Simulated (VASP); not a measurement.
VASP input:

**KPOINTS**
```
Regular mesh
0
G
  7 7 6
0 0 0
```

### POSCAR
```
HgPd
7.4040
  0.4086980011   0.0000000000   0.0000000000
  0.0000000000   0.4086980011   0.0000000000
  0.0000000000   0.0000000000   0.5000000000
Hg Pd
1 1
Cartesian
  0.0000000000   0.0000000000   0.0000000000
  0.2043490005   0.2043490005   0.2500000000
```

INCAR:
```
# general
SYSTEM =HgPd
PREC   =Accurate
ENCUT  =300
LREAL  =.False.
LASPH  =.True.

# electronic loop
EDIFF  =1E-6
NELM   =100
ALGO   =Normal
LMAXMIX=6

# smearing
ISMEAR =-1
SIGMA  =0.1

# ions
ISIF   =2

# output
LWAVE  =.False.
LCHARG =.False.
```

POTCAR, in this order: Hg Pd (LDA.64 set). Program: vasp_std.

Task: Write an equivalent input for Ansatz.

Result: One equivalent input (not run):
Ansatz 0.2 input:
```yaml
crystal:
  lattice:
    - [3.0260000, 0.0000000, 0.0000000]
    - [0.0000000, 3.0260000, 0.0000000]
    - [0.0000000, 0.0000000, 3.7020000]
  atoms:
    - { symbol: Hg, position: [0.0000000, 0.0000000, 0.0000000] }
    - { symbol: Pd, position: [0.5000000, 0.5000000, 0.5000000] }
kpoints:
  mp_grid: { grid: [7, 7, 6] }
hamiltonian:
  xc: lda
  pseudopotentials: { kind: paw }
scf:
  occupations: { method: fermi_dirac, width: 0.1 }
  max_iter: 100
output: { forces: true, stress: true, eigenvalues: true }
```
What does not carry over: each code has its own PAW files, so the cut-off isn't converted (ENCUT is set for VASP's; basis.ecutwfc is left out, and Ansatz then takes the one that its files recommend); Ansatz stops its SCF on the density residual and VASP on the energy change (EDIFF); Ansatz's lda is the Perdew-Wang form, while the LDA potentials of VASP carry Perdew-Zunger's.

The structure comes from a measured HgPd entry of the Crystallography Open Database, whose conditions weren't checked. The cell was not relaxed at this level.
